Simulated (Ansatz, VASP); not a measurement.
**Cross-check of BAs between VASP and Ansatz**

Aim: how closely do two programs agree when they are given the same cell, functional and k mesh? The cell is taken from a series of runs on this material, whose earlier steps may have relaxed, scaled, displaced or heated it; both programs get it as it stands.

Calculated with Ansatz 0.2.0; plane waves, with VASP 6.6.1 beside it; zone-centre phonons at LDA.

### 1. The structure

The structure is tetragonal, space group I-4m2 (No. 119). Conventional cell: a = 3.339 Å, b = 3.339 Å, c = 4.779 Å, α = 90.00°, β = 90.00°, γ = 90.00°. Nearest to B lie 4 As at 2.05 Å. As has 4 B at 2.05 Å nearest. Farther neighbours are not listed.

Structure file:

```cif
data_structure
_symmetry_space_group_name_H-M 'P 1'
_symmetry_Int_Tables_number 1
_cell_length_a 3.3593
_cell_length_b 3.3593
_cell_length_c 3.3392
_cell_angle_alpha 60.198
_cell_angle_beta 60.198
_cell_angle_gamma 59.605
_cell_volume 26.64
loop_
_atom_site_label
_atom_site_type_symbol
_atom_site_fract_x
_atom_site_fract_y
_atom_site_fract_z
_atom_site_occupancy
B1 B 0.00000 0.00000 0.00000 1
As2 As 0.75000 0.75000 0.75000 1
```

### 2. VASP: zone-centre phonons, LDA

Second derivatives magnify differences that forces hide, and they need a tight electronic threshold.

Lines of VASP's logs that name or quote its potential files are left out, and so is its time.

Input file INCAR:

```
SYSTEM = BAs
PREC = Accurate
ENCUT = 500
EDIFF = 1E-08
NELM = 120
ISMEAR = 0
SIGMA = 0.01
LREAL = .FALSE.
ALGO = Normal
GGA = CA
NBANDS = 10
LORBIT = 11
LWAVE = .FALSE.
LCHARG = .FALSE.
ISIF = 2
IBRION = 8
LEPSILON = .TRUE.
LASPH = .TRUE.
GGA_COMPAT = .FALSE.
EFERMI = MIDGAP
KPAR = 2
```

Input file POSCAR:

```
BAs
1.0
    0.0000000000      2.3611611024      2.3894892653
    2.3611611024      0.0000000000      2.3894892653
    2.3611611024      2.3611611024      0.0000000000
B As
1 1
Direct
    0.0000000000      0.0000000000      0.0000000000
    0.7500000000      0.7500000000      0.7500000000
```

Input file KPOINTS:

```
Automatic mesh
0
Gamma
12 12 12
0 0 0
```

PAW data sets: B and As (LDA family, release 64).

Started as:

```bash
mpirun -np 2 vasp_std
```

Numbers of over 12 decimals in the logs are rounded to 6 here.

Output:

```text
[banner, memory and clock lines left out]
running    2 mpi-ranks, on    1 nodes
 distrk:  each k-point on    1 cores,    2 groups
 distr:  one band on    1 cores,    1 groups

 POSCAR found type information on POSCAR B As
 POSCAR found :  2 types and       2 ions
 LDA part: xc-table for (Slater(with rela. corr.)+CA(PZ))
 , standard interpolation
 POSCAR, INCAR and KPOINTS ok, starting setup
 FFT: planning ... GRIDC
 FFT: planning ... GRID_SOFT
 FFT: planning ... GRID
 WAVECAR not read
 entering main loop
       N       E                     dE             d eps       ncg     rms          rms(c)
DAV:   1     0.114151806568E+02    0.11415E+02   -0.38414E+03  3260   0.686E+02
DAV:   2    -0.130230140063E+02   -0.24438E+02   -0.23312E+02  4524   0.108E+02
DAV:   3    -0.136940165883E+02   -0.67100E+00   -0.66963E+00  3792   0.176E+01
DAV:   4    -0.136959738233E+02   -0.19572E-02   -0.19571E-02  3992   0.107E+00
DAV:   5    -0.136959767342E+02   -0.29109E-05   -0.29109E-05  3766   0.406E-02    0.518E+00
DAV:   6    -0.130238515185E+02    0.67213E+00   -0.18275E+00  3516   0.592E+00    0.245E+00
DAV:   7    -0.129383265816E+02    0.85525E-01   -0.21334E-01  3976   0.247E+00    0.900E-01
DAV:   8    -0.129248480055E+02    0.13479E-01   -0.25047E-02  3510   0.882E-01    0.104E-01
DAV:   9    -0.129248722368E+02   -0.24231E-04   -0.72976E-04  3794   0.181E-01    0.586E-02
DAV:  10    -0.129248784798E+02   -0.62429E-05   -0.85360E-05  3530   0.555E-02    0.141E-02
DAV:  11    -0.129248798815E+02   -0.14017E-05   -0.16018E-06  3940   0.936E-03    0.130E-02
DAV:  12    -0.129248797202E+02    0.16125E-06   -0.79936E-07  3592   0.396E-03    0.288E-03
DAV:  13    -0.129248797226E+02   -0.24108E-08   -0.30049E-08  3766   0.127E-03
   1 F= -.12924880E+02 E0= -.12924880E+02  d E =0.000000E+00
 Linear response reoptimize wavefunctions to high precision
DAV:   1    -0.129248797219E+02    0.77728E-09   -0.57486E-09  3600   0.352E-04
DAV:   2    -0.129248797219E+02    0.17621E-11   -0.13106E-10  2052   0.959E-05
 Linear response G [H, r] |phi>, progress :
  Direction:   1
       N       E                     dE             d eps       ncg     rms
RMM:   1    -0.443659174985E+02   -0.44366E+02   -0.35078E+01  8293   0.453E+01
RMM:   2    -0.347024414717E+02    0.96635E+01   -0.27695E+00  5369   0.109E+01
RMM:   3    -0.347057455954E+02   -0.33041E-02   -0.15615E-02  5648   0.895E-01
RMM:   4    -0.347065038378E+02   -0.75824E-03    0.65248E-04  5802   0.975E-02
RMM:   5    -0.347065868181E+02   -0.82980E-04    0.77740E-05  5794   0.118E-02
RMM:   6    -0.347065955731E+02   -0.87550E-05   -0.52908E-06  5815   0.221E-03
RMM:   7    -0.347065964739E+02   -0.90074E-06   -0.14380E-05  5357   0.958E-04
RMM:   8    -0.347065965700E+02   -0.96158E-07   -0.15636E-05  4894   0.810E-04
RMM:   9    -0.347065965680E+02    0.19781E-08   -0.17566E-05  4493   0.796E-04
RMM:  10    -0.347065952135E+02    0.13546E-05   -0.14919E-05  4068   0.796E-04
RMM:  11    -0.347065951227E+02    0.90822E-07   -0.77912E-06  3689   0.797E-04
 Linear response G [H, r] |phi>, progress :
  Direction:   2
       N       E                     dE             d eps       ncg     rms
RMM:   1    -0.352021603338E+02   -0.35202E+02    0.18604E+01  8130   0.427E+01
RMM:   2    -0.299796017598E+02    0.52226E+01   -0.20222E+00  5312   0.948E+00
RMM:   3    -0.299853268994E+02   -0.57251E-02   -0.14494E-02  5679   0.784E-01
RMM:   4    -0.299857908678E+02   -0.46397E-03    0.33937E-04  5821   0.865E-02
RMM:   5    -0.299858407746E+02   -0.49907E-04    0.67106E-05  5835   0.107E-02
RMM:   6    -0.299858463520E+02   -0.55775E-05    0.15732E-05  5786   0.196E-03
RMM:   7    -0.299858469062E+02   -0.55416E-06    0.10064E-05  5303   0.818E-04
RMM:   8    -0.299858469554E+02   -0.49191E-07    0.98762E-06  4889   0.678E-04
RMM:   9    -0.299858469247E+02    0.30630E-07    0.96696E-06  4600   0.665E-04
RMM:  10    -0.299858468175E+02    0.10722E-06    0.10241E-05  4191   0.665E-04
RMM:  11    -0.299858470462E+02   -0.22873E-06    0.80173E-06  3724   0.665E-04
 Linear response G [H, r] |phi>, progress :
  Direction:   3
       N       E                     dE             d eps       ncg     rms
RMM:   1    -0.394840421900E+02   -0.39484E+02   -0.84598E+00  8099   0.438E+01
RMM:   2    -0.323397258734E+02    0.71443E+01   -0.23565E+00  5307   0.100E+01
RMM:   3    -0.323418048881E+02   -0.20790E-02   -0.19718E-02  5614   0.829E-01
RMM:   4    -0.323419605495E+02   -0.15566E-03    0.13048E-05  5773   0.910E-02
RMM:   5    -0.323419831918E+02   -0.22642E-04    0.23671E-05  5755   0.111E-02
RMM:   6    -0.323419852774E+02   -0.20856E-05    0.73005E-06  5775   0.211E-03
RMM:   7    -0.323419854722E+02   -0.19480E-06    0.54248E-06  5254   0.932E-04
RMM:   8    -0.323419854958E+02   -0.23617E-07    0.50811E-06  4774   0.790E-04
RMM:   9    -0.323419854886E+02    0.71865E-08    0.36542E-06  4414   0.777E-04
RMM:  10    -0.323419854423E+02    0.46348E-07   -0.51238E-06  4023   0.776E-04
[...]
RMM:   3    -0.556620287315E+00   -0.23374E-04   -0.31086E-05  5572   0.244E-02
RMM:   4    -0.556620503810E+00   -0.21649E-06   -0.21657E-07  5600   0.209E-03
RMM:   5    -0.556620505151E+00   -0.13402E-08   -0.47323E-10  5132   0.216E-04
 change of polarisation eV/A/(eV/A) component  2 :     0.440     1.113    -0.312
[...]
change of polarisation eV/A/(eV/A) component  2 :     0.244     1.267     0.019
 dielectric tensor                  component  2 :     1.657     9.607     0.130
 Linear response to external field, progress :
  Direction:   3
       N       E                     dE             d eps       ncg     rms          rms(c)
RMM:   1    -0.666019167107E+00   -0.66602E+00   -0.30371E+00 12643   0.299E+00
RMM:   2    -0.681076657373E+00   -0.15057E-01   -0.70681E-03  9234   0.406E-01    0.126E+00
RMM:   3    -0.665454112542E+00    0.15623E-01   -0.63630E-03  9444   0.459E-01    0.720E-01
RMM:   4    -0.686728708208E+00   -0.21275E-01   -0.83245E-03  9278   0.541E-01    0.725E-02
RMM:   5    -0.689935959513E+00   -0.32073E-02   -0.13300E-04  9566   0.731E-02    0.847E-03
RMM:   6    -0.690050167152E+00   -0.11421E-03   -0.80917E-07  9721   0.661E-03    0.452E-03
RMM:   7    -0.690107924432E+00   -0.57757E-04   -0.15136E-07  9743   0.288E-03    0.289E-04
RMM:   8    -0.690116228250E+00   -0.83038E-05   -0.18935E-09  9344   0.218E-04    0.107E-04
RMM:   9    -0.690113303971E+00    0.29243E-05    0.15131E-09  8929   0.110E-04    0.218E-05
RMM:  10    -0.690113430457E+00   -0.12649E-06    0.88243E-09  5706   0.382E-05    0.450E-06
 change of polarisation eV/A/(eV/A) component  3 :     0.461     0.101     1.298
 dielectric tensor                  component  3 :     3.131     0.688     9.813
 Linear response DOF=           4
 Linear response progress:
  Degree of freedom:   1/  4
       N       E                     dE             d eps       ncg     rms          rms(c)
RMM:   1    -0.440748030373E-01   -0.44075E-01   -0.15225E-03 22888   0.109E+00
RMM:   2    -0.409192114905E-01    0.31556E-02   -0.11002E-03 14959   0.217E-01    0.102E-01
RMM:   3    -0.409598672533E-01   -0.40656E-04   -0.14368E-04 15806   0.685E-02    0.532E-02
RMM:   4    -0.412447203196E-01   -0.28485E-03   -0.12911E-04 15428   0.633E-02    0.751E-03
RMM:   5    -0.412237525647E-01    0.20968E-04   -0.80388E-07 16422   0.698E-03    0.719E-04
RMM:   6    -0.412215590286E-01    0.21935E-05   -0.31027E-08 16376   0.569E-04    0.271E-04
RMM:   7    -0.412208288903E-01    0.73014E-06   -0.19911E-08 16714   0.271E-04    0.487E-05
RMM:   8    -0.412209212157E-01   -0.92325E-07   -0.15743E-08 16932   0.663E-05    0.131E-05
RMM:   9    -0.412208781434E-01    0.43072E-07   -0.14213E-08 17508   0.465E-05    0.173E-06
RMM:  10    -0.412208790529E-01   -0.90951E-09   -0.13159E-08 15922   0.379E-05    0.361E-07
 first order change of Fermi-energy   0.21285E-04
 force on displaced ion       1 direction 1 : -17.059   0.000  -0.000
 Born effective charge ion    1 direction 1 :  -0.571   0.000   0.000
 Linear response progress:
  Degree of freedom:   2/  4
       N       E                     dE             d eps       ncg     rms          rms(c)
RMM:   1    -0.437909577510E-01   -0.43791E-01    0.17616E-03 13191   0.109E+00
RMM:   2    -0.409507978701E-01    0.28402E-02   -0.10965E-03  8787   0.216E-01    0.103E-01
RMM:   3    -0.409885177760E-01   -0.37720E-04   -0.14664E-04  9205   0.696E-02    0.537E-02
RMM:   4    -0.412773484573E-01   -0.28883E-03   -0.13302E-04  9028   0.645E-02    0.745E-03
RMM:   5    -0.412554642095E-01    0.21884E-04   -0.72331E-07  9591   0.696E-03    0.711E-04
RMM:   6    -0.412534374533E-01    0.20268E-05   -0.85492E-09  9550   0.553E-04    0.274E-04
RMM:   7    -0.412527977668E-01    0.63969E-06   -0.47621E-09  9755   0.246E-04    0.474E-05
RMM:   8    -0.412528932858E-01   -0.95519E-07   -0.37947E-09  9853   0.608E-05    0.135E-05
RMM:   9    -0.412528551224E-01    0.38163E-07   -0.41945E-09 10212   0.430E-05    0.172E-06
RMM:  10    -0.412528566681E-01   -0.15457E-08   -0.56766E-09  9216   0.340E-05    0.690E-07
 first order change of Fermi-energy   0.35868E+01
 force on displaced ion       1 direction 3 :   0.000   0.000 -17.039
 Born effective charge ion    1 direction 3 :   0.000   0.000  -0.553
 Linear response progress:
  Degree of freedom:   3/  4
       N       E                     dE             d eps       ncg     rms          rms(c)
RMM:   1    -0.402962150460E-01   -0.40296E-01    0.26886E-02 23241   0.115E+00
RMM:   2    -0.377538886964E-01    0.25423E-02   -0.89995E-04 15197   0.216E-01    0.969E-02
RMM:   3    -0.376404965286E-01    0.11339E-03   -0.10529E-05 16286   0.267E-02    0.567E-02
RMM:   4    -0.376670429414E-01   -0.26546E-04   -0.17501E-05 15976   0.299E-02    0.314E-03
RMM:   5    -0.376626155625E-01    0.44274E-05    0.48726E-08 16731   0.257E-03    0.837E-04
RMM:   6    -0.376594436363E-01    0.31719E-05   -0.11644E-08 16700   0.483E-04    0.137E-04
RMM:   7    -0.376588024449E-01    0.64119E-06   -0.40922E-08 17153   0.109E-04    0.465E-05
RMM:   8    -0.376587180787E-01    0.84366E-07   -0.48809E-08 16316   0.590E-05    0.137E-05
RMM:   9    -0.376587624976E-01   -0.44419E-07   -0.47395E-08 17709   0.456E-05    0.690E-07
RMM:  10    -0.376587675263E-01   -0.50288E-08   -0.35844E-08 13049   0.410E-05    0.264E-07
 first order change of Fermi-energy  -0.11104E-04
 force on displaced ion       2 direction 1 : -17.058   0.000  -0.000
 Born effective charge ion    2 direction 1 :   0.565   0.000   0.000
 Linear response progress:
  Degree of freedom:   4/  4
       N       E                     dE             d eps       ncg     rms          rms(c)
RMM:   1    -0.400648425380E-01   -0.40065E-01    0.30453E-02 13342   0.115E+00
RMM:   2    -0.378376214086E-01    0.22272E-02   -0.89964E-04  8891   0.215E-01    0.985E-02
RMM:   3    -0.377274072678E-01    0.11021E-03   -0.11466E-05  9513   0.268E-02    0.576E-02
RMM:   4    -0.377622280089E-01   -0.34821E-04   -0.18342E-05  9359   0.300E-02    0.319E-03
RMM:   5    -0.377564821658E-01    0.57458E-05    0.38930E-08  9772   0.256E-03    0.861E-04
RMM:   6    -0.377529372378E-01    0.35449E-05   -0.41937E-09  9714   0.469E-04    0.131E-04
RMM:   7    -0.377523751597E-01    0.56208E-06   -0.19805E-08 10035   0.108E-04    0.445E-05
RMM:   8    -0.377523393218E-01    0.35838E-07   -0.24312E-08 10139   0.510E-05    0.151E-05
RMM:   9    -0.377523715109E-01   -0.32189E-07   -0.25403E-08 10232   0.416E-05    0.754E-07
RMM:  10    -0.377523768426E-01   -0.53317E-08   -0.21183E-09  7721   0.376E-05    0.330E-07
 first order change of Fermi-energy  -0.35862E+01
 force on displaced ion       2 direction 3 :  -0.000  -0.000 -17.040
 Born effective charge ion    2 direction 3 :   0.000   0.000   0.548
 Born effective charges drift removed
 Linear response finished
```

Parts of OUTCAR (step 2):

```text
ion  position               nearest neighbor table
   1  0.000  0.000  0.000-   2 2.05   2 2.05   2 2.05   2 2.05
   2  0.750  0.750  0.750-   1 2.05   1 2.05   1 2.05   1 2.05

  LATTYP: Found a body centered tetragonal cell.
 ALAT       =     3.3391860540
 C/A-ratio  =     1.4311806690

 Subroutine GETGRP returns: Found  8 space group operations
 (whereof  8 operations were pure point group operations)

The static configuration has the point symmetry D_2d.

 Found    163 irreducible k-points:

   k-points           NKPTS =    163   k-points in BZ     NKDIM =    163   number of bands    NBANDS=     10

   dimension x,y,z NGX =    24 NGY =   24 NGZ =   24
   dimension x,y,z NGXF=    48 NGYF=   48 NGZF=   48

   ENCUT  =  500.0 eV  36.75 Ry    6.06 a.u.   6.12  6.12  6.09*2*pi/ulx,y,z

   NELECT =       8.0000    total number of electrons

 k-points in reciprocal lattice and weights: Automatic mesh
   0.00000000  0.00000000  0.00000000       0.001
   0.08333333 -0.00000000  0.00000000       0.005
   0.16666667  0.00000000  0.00000000       0.005
   0.25000000 -0.00000000  0.00000000       0.005
   0.33333333  0.00000000  0.00000000       0.005
   0.41666667 -0.00000000  0.00000000       0.005
   0.50000000 -0.00000000  0.00000000       0.002
   0.08333333  0.08333333  0.00000000       0.001
   0.16666667  0.08333333  0.00000000       0.005
[...]
-0.33333333  0.16666667  0.50000000       0.002
  -0.25000000  0.25000000  0.50000000       0.001

 average (electrostatic) potential at core
       1 -31.6628       2 -51.7593

  Total        0.1608801      0.1608801     -0.2665518      0.0000000     -0.0000000     -0.0000000
  in kB        9.6744555      9.6744555    -16.0289824      0.0000000     -0.0000000     -0.0000000
  external PRESSURE =       1.1066429 kB  Pullay stress =       0.0000000 kB

  energy-cutoff  :      500.00
  volume of cell :       26.64
      direct lattice vectors                 reciprocal lattice vectors
     0.000000000  2.361161102  2.389489265    -0.211760222  0.211760222  0.209249737
     2.361161102  0.000000000  2.389489265     0.211760222 -0.211760222  0.209249737
     2.361161102  2.361161102  0.000000000     0.211760222  0.211760222 -0.209249737

 POSITION                                       TOTAL-FORCE (eV/Angst)
 -----------------------------------------------------------------------------------
      0.00000      0.00000      0.00000         0.000000      0.000000     -0.000000
      3.54174      3.54174      3.58423        -0.000000     -0.000000      0.000000
 -----------------------------------------------------------------------------------
    total drift:                               -0.000000     -0.000000     -0.000000

 MACROSCOPIC STATIC DIELECTRIC TENSOR (including local field effects in DFT)
 ------------------------------------------------------
           9.607374     0.000000     0.000000
          -0.000000     9.607374     0.000000
           0.000000    -0.000000     9.813274
 ------------------------------------------------------

 PIEZOELECTRIC TENSOR (including local field effects)  for field in x, y, z        (C/m^2)
          XX          YY          ZZ          XY          YZ          ZX
  --------------------------------------------------------------------------------
  x     0.00000     0.00000     0.00000     0.00000    -0.12099     0.00000
  y     0.00000     0.00000     0.00000     0.00000     0.00000    -0.12099
  z     0.00000     0.00000     0.00000    -0.10451     0.00000     0.00000

 BORN EFFECTIVE CHARGES (including local field effects) (in |e|, cummulative output)
 ---------------------------------------------------------------------------------
 ion    1
    1    -0.56695     0.00000     0.00000
    2     0.00000    -0.56695     0.00000
    3     0.00000     0.00000    -0.55084
 ion    2
    1     0.56695     0.00000     0.00000
    2     0.00000     0.56695     0.00000
    3     0.00000     0.00000     0.55084

 Eigenvectors and eigenvalues of the dynamical matrix
 ----------------------------------------------------

   1 f  =   21.006981 THz   131.990753 2PiTHz  700.717453 cm-1    86.877853 meV
             X         Y         Z           dx          dy          dz
      0.000000  0.000000  0.000000     0.934831    0.000000    0.000000
      3.541742  3.541742  3.584234    -0.355094    0.000000    0.000000

   2 f  =   21.006981 THz   131.990753 2PiTHz  700.717453 cm-1    86.877853 meV
             X         Y         Z           dx          dy          dz
      0.000000  0.000000  0.000000     0.000000   -0.934831    0.000000
      3.541742  3.541742  3.584234     0.000000    0.355094    0.000000

   3 f  =   20.994629 THz   131.913143 2PiTHz  700.305437 cm-1    86.826769 meV
             X         Y         Z           dx          dy          dz
      0.000000  0.000000  0.000000     0.000000   -0.000000   -0.934823
      3.541742  3.541742  3.584234    -0.000000   -0.000000    0.355115

   4 f/i=    0.000183 THz     0.001151 2PiTHz    0.006111 cm-1     0.000758 meV
             X         Y         Z           dx          dy          dz
      0.000000  0.000000  0.000000    -0.000000    0.000000    0.355115
      3.541742  3.541742  3.584234    -0.000000    0.000000    0.934823

   5 f/i=    0.000284 THz     0.001783 2PiTHz    0.009466 cm-1     0.001174 meV
             X         Y         Z           dx          dy          dz
      0.000000  0.000000  0.000000    -0.020349    0.354511   -0.000000
      3.541742  3.541742  3.584234    -0.053570    0.933294   -0.000000

   6 f/i=    0.000284 THz     0.001783 2PiTHz    0.009466 cm-1     0.001174 meV
             X         Y         Z           dx          dy          dz
      0.000000  0.000000  0.000000    -0.354511   -0.020349    0.000000
      3.541742  3.541742  3.584234    -0.933294   -0.053570    0.000000

 MACROSCOPIC STATIC DIELECTRIC TENSOR IONIC CONTRIBUTION
 ------------------------------------------------------
           0.127975    -0.000000    -0.000000
          -0.000000     0.127975    -0.000000
          -0.000000    -0.000000     0.120944
 ------------------------------------------------------

 ELASTIC MODULI CONTR FROM IONIC RELAXATION (kBar)
 Direction    XX          YY          ZZ          XY          YZ          ZX
 --------------------------------------------------------------------------------
 XX           0.0000      0.0000      0.0000      0.0000      0.0000      0.0000
 YY           0.0000      0.0000      0.0000      0.0000      0.0000      0.0000
 ZZ           0.0000      0.0000      0.0000      0.0000      0.0000      0.0000
 XY           0.0000      0.0000      0.0000   -198.1872      0.0000      0.0000
 YZ           0.0000      0.0000      0.0000      0.0000   -203.2528     -0.0000
 ZX           0.0000      0.0000      0.0000      0.0000     -0.0000   -197.1194
 --------------------------------------------------------------------------------

 PIEZOELECTRIC TENSOR IONIC CONTR  for field in x, y, z        (C/m^2)
          XX          YY          ZZ          XY          YZ          ZX
  --------------------------------------------------------------------------------
  x     0.00000     0.00000     0.00000    -0.00000     0.15176     0.00000
  y     0.00000     0.00000     0.00000    -0.00000     0.00000     0.14945
  z     0.00000     0.00000     0.00000     0.14568    -0.00000    -0.00000
```

[end of part 1 of 2]

[Lines on the potential files, build, host, timing and source positions are cut from VASP's logs without a mark.]

[Logs are printed without paths, hosts, clocks, repeated set-up lines and the standing remarks that a program may print on its own settings, such as how far it seeks lower states.]

[Hosts, paths, dates, database ids (printed as entryN), source tags and the programs' standing remarks are cut or masked in the printed files.]
